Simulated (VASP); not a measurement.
Given:

```xyz
2
Lattice="0.0000 2.7818 2.7818 2.7818 0.0000 2.7818 2.7818 2.7818 0.0000" Properties=species:S:1:pos:R:3 pbc="T T T"
Ba     0.0000     0.0000     0.0000
O      2.7818     2.7818     2.7818
```

Method: optB86b-vdW, VASP's PBE PAW potentials (set 64) (plane waves; VASP). Numerical set-up: 520 eV cut-off, 8×8×8 Γ-centred mesh, Gaussian smearing of 0.050 eV, potentials Ba_sv O.

Unless said otherwise, spin-orbit coupling is left out, though it shifts the bands of the heavy elements here.

Predict the energy per atom (σ→0), band gap (on the k-mesh) with the smallest direct gap where there is one.

| Quantity | Value |
|---|---|
| band gap (on the k-mesh) | 2.01 eV |
| smallest direct gap (on the k-mesh) | 2.01 eV |
| energy per atom (σ→0) | -4198 meV/atom |

The absolute energy has meaning only against runs of the same code, potentials and settings.

The compound is BaO in the rock salt structure. It was relaxed first.
